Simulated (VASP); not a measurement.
Data:

```xyz
4
Lattice="4.1381 0.0000 0.0000 0.0000 4.1000 0.0000 0.0000 0.0000 4.1804" Properties=species:S:1:pos:R:3 pbc="T T T"
Sc     0.0000     0.0000     0.0000
Al     0.0000     2.0500     2.0902
Al     2.0690     0.0000     2.0902
Al     2.1544     2.0500     0.0000
```

Level of theory: PBEsol GGA, VASP's PBE PAW potentials (set 64) (plane waves; VASP). Run with 400 eV cut-off, 7×7×7 Γ-centred mesh, first-order Methfessel-Paxton smearing of 0.10 eV, potentials Sc_sv Al.

Question: What does the run give for the energy per atom (σ→0), pressure, largest force, band gap (on the k-mesh) with the smallest direct gap where there is one?

Answer: 
```yaml
band gap (on the k-mesh): none (metal, semimetal or under 0.01 eV)
energy per atom (σ→0): -5.173 eV/atom
pressure: -3.99 GPa
largest_force: 0.497 eV/Å
```

Only differences to runs with the same potentials and settings are physical.

The compound is Al3Sc in the L1_2 structure. The cell was not relaxed at this level, atoms are displaced from their ideal sites. The run is one of a series of settings (GGA = PS against the base run), some of them coarse on purpose.
